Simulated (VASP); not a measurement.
VASP runs on BaHfO₃ (space group Pm-3m) share one base input (PBE GGA, plane waves, VASP's PBE PAW potentials (set 64)) and change the settings named in each case.

INCAR:
```
LASPH=.TRUE.   ! aspherical one-centre terms
SIGMA=0.01   ! width (eV)
LREAL=.FALSE.
EDIFF=1E-6
ENCUT=400
GGA=PE   ! PBE
ALGO=Normal   ! blocked Davidson
LWAVE=.FALSE.
LCHARG=.FALSE.
ISIF=2   ! forces and stress, cell fixed
PREC=Accurate
ISMEAR=-1   ! Fermi-Dirac
LMAXMIX=6
SYSTEM=BaHfO3
NELM=100   ! most electronic steps
```

**KPOINTS**
```
K-points
0
G
8 8 8
0 0 0
```

File POSCAR:
```
BaHfO3
1
    4.1700000000     0.0000000000     0.0000000000
    0.0000000000     4.1700000000     0.0000000000
    0.0000000000     0.0000000000     4.1700000000
Ba Hf O
1 1 3
Direct
  0.0000000000   0.0000000000   0.0000000000
  0.5000000000   0.5000000000   0.5000000000
  0.5000000000   0.0000000000   0.5000000000
  0.0000000000   0.5000000000   0.5000000000
  0.5000000000   0.5000000000   0.0000000000
```

POTCAR, in this order: Ba_sv Hf_pv O (PBE.64 set). Program: vasp_std.

```csv
change,E(σ→0) (eV/atom),pressure (GPa),gap on the mesh (eV)
base run,-8.7189,-0.37,3.60
GGA = PS,-9.1120,-6.10,3.49
"GGA_COMPAT = .FALSE., LNONCOLLINEAR = .TRUE., LSORBIT = .TRUE., MAGMOM = 0.0 0.0 0.0 0.0 0.0 0.0 0.0 0.0 0.0 0.0 0.0 0.0 0.0 0.0 0.0, program vasp_ncl",-8.8816,-0.31,3.49
KPOINTS 6×6×6 Γ-centred mesh,-8.7184,-0.40,3.60
"LDAU = .TRUE., LDAUJ = 0 0 0, LDAUL = -1 2 -1, LDAUTYPE = 2, LDAUU = 0 3.0 0",-8.3507,3.39,4.04
```
 Energies of different potentials or functionals have different zeros.  Unless said otherwise, spin-orbit coupling is left out, though it shifts the bands of the heavy elements here. At 400 eV the pressure can carry a Pulay error.

Left out are runs that ran out of time, are held back, or changed the cell or the kind of run, fixed moments of cells without a moment, rows past the twelfth, gaps on odd meshes, pressures of charged cells and columns that move by less than the noise.

The structure is a typed BaHfO3 crystal. The cell was not relaxed at this level.
